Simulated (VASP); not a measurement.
OSZICAR of a VASP run on AlGa$_{3}$N$_{4}$ (space group Pm):

OSZICAR:
```
       N       E                     dE             d eps       ncg     rms          rms(c)
DAV:   1     0.635834237460E+03    0.63583E+03   -0.29916E+04  5010   0.297E+03
DAV:   2     0.141002406311E+02   -0.62173E+03   -0.59943E+03  5343   0.702E+02
DAV:   3    -0.963033240541E+02   -0.11040E+03   -0.10732E+03  5594   0.211E+02
DAV:   4    -0.103946347531E+03   -0.76430E+01   -0.75986E+01  6650   0.580E+01
DAV:   5    -0.104118947230E+03   -0.17260E+00   -0.17206E+00  6081   0.868E+00    0.154E+01
DAV:   6    -0.872482868295E+02    0.16871E+02   -0.27732E+01  8175   0.637E+01    0.552E+00
DAV:   7    -0.836441209479E+02    0.36042E+01   -0.38804E+00  5363   0.133E+01    0.352E+00
DAV:   8    -0.890824390174E+02   -0.54383E+01   -0.46058E+00  6791   0.211E+01    0.323E+00
DAV:   9    -0.875038873823E+02    0.15786E+01   -0.10867E+00  5857   0.870E+00    0.139E+00
DAV:  10    -0.849240754979E+02    0.25798E+01   -0.89602E-01  5392   0.895E+00    0.261E-01
DAV:  11    -0.848862123170E+02    0.37863E-01   -0.21085E-01  6018   0.506E+00    0.464E-01
DAV:  12    -0.849259772048E+02   -0.39765E-01   -0.22431E-02  6736   0.133E+00    0.449E-01
DAV:  13    -0.849232934261E+02    0.26838E-02   -0.21490E-03  7378   0.939E-01    0.283E-01
DAV:  14    -0.849204708384E+02    0.28226E-02   -0.16488E-02  7044   0.238E+00    0.437E-01
DAV:  15    -0.849294979864E+02   -0.90271E-02   -0.72746E-03  6345   0.143E+00    0.269E-01
DAV:  16    -0.849305686643E+02   -0.10707E-02   -0.16226E-03  6937   0.352E-01    0.170E-01
DAV:  17    -0.849303108638E+02    0.25780E-03   -0.43313E-04  7201   0.451E-01    0.498E-02
DAV:  18    -0.849306202662E+02   -0.30940E-03   -0.50330E-04  7825   0.474E-01    0.638E-02
DAV:  19    -0.849305955876E+02    0.24679E-04   -0.19825E-04  6402   0.272E-01    0.299E-02
DAV:  20    -0.849306244324E+02   -0.28845E-04   -0.20278E-05  6340   0.572E-02    0.134E-02
DAV:  21    -0.849306325610E+02   -0.81286E-05   -0.12746E-05  8235   0.595E-02    0.843E-03
DAV:  22    -0.849306353387E+02   -0.27777E-05   -0.62769E-06  6369   0.208E-02    0.133E-02
DAV:  23    -0.849306364112E+02   -0.10725E-05   -0.21208E-06  6766   0.333E-02    0.489E-03
DAV:  24    -0.849306367149E+02   -0.30373E-06   -0.63914E-07  5149   0.705E-03    0.195E-03
DAV:  25    -0.849306370734E+02   -0.35845E-06   -0.14204E-07  3444   0.838E-03    0.333E-04
DAV:  26    -0.849306371672E+02   -0.93864E-07   -0.86984E-08  3203   0.258E-03
   1 F= -.84930637E+02 E0= -.84930637E+02  d E =0.000000E+00
       N       E                     dE             ncg
```

Question: Which electronic solver shows in the log?

Answer: It is blocked Davidson (ALGO = Normal, or the opening steps of other solvers). The INCAR had ALGO = Normal.

Question: Can the final energy be trusted as converged?

Answer: The calculation finished and met its thresholds. It stopped with EDIFF = 1E-7, NELM = 100 (r2SCAN meta-GGA, plane waves, VASP's PBE PAW potentials (set 64)).

The structure comes from a computed database's AlGa3N4 entry (Pm); how it stands against other phases isn't given here. It was relaxed first.
